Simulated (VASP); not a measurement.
Runs of VASP 6.6.1 on WSe2. The structure is hexagonal, space group P6_3/mmc (No. 194). The conventional cell has a = 3.281 Å, b = 3.281 Å, c = 12.792 Å, α = 90.00°, β = 90.00°, γ = 120.00°. W (site symmetry -6m2) has 6 Se at 2.54 Å as nearest neighbours. Se (site symmetry 3m) has 3 W at 2.54 Å as nearest neighbours. 

```tsv
task	level	spin	cell	cutoff (eV)	gap on the mesh (eV)	pressure (GPa)	largest force (eV/Å)
band structure	TB-mBJ	off	P6_3/mmc, 19.88 Å³/atom	520	1.15	-	-
band structure	PBE+D3(BJ)	off	P6_3/mmc, 19.88 Å³/atom	520	0.99	0.0	-
relaxation of cell and atoms	PBE+D3(BJ)	off	relaxed	600	0.99	0.0	-
band structure	PBE+D3(BJ)	SOC, no magnetisation	P6_3/mmc, 19.88 Å³/atom	520	-	0.2	(a)
band structure	r2SCAN	off	P6_3/mmc, 19.88 Å³/atom	520	1.11	2.0	(b)
```

Alike in all rows: potentials or basis VASP PAW PBE potentials, release 64 (W_sv, Se); k mesh 9 × 9 × 2; smearing gaussian 0.03 eV.

**Question.** Fill in the values left out.

**Answer.** (a) 0.04; (b) 0.36.

Caveats: spin-orbit coupling is left out, which moves the levels of the heavy elements (some runs); the mesh misses the band edges, which the band path finds closer together (some runs); the PAW data sets were made with another functional, which shifts forces and pressure a little (some runs); an odd mesh through Γ misses points on the zone boundary, where band edges often lie (some runs).

A k mesh can miss the band edges, and rows without SOC leave out spin-orbit coupling on Se, W.
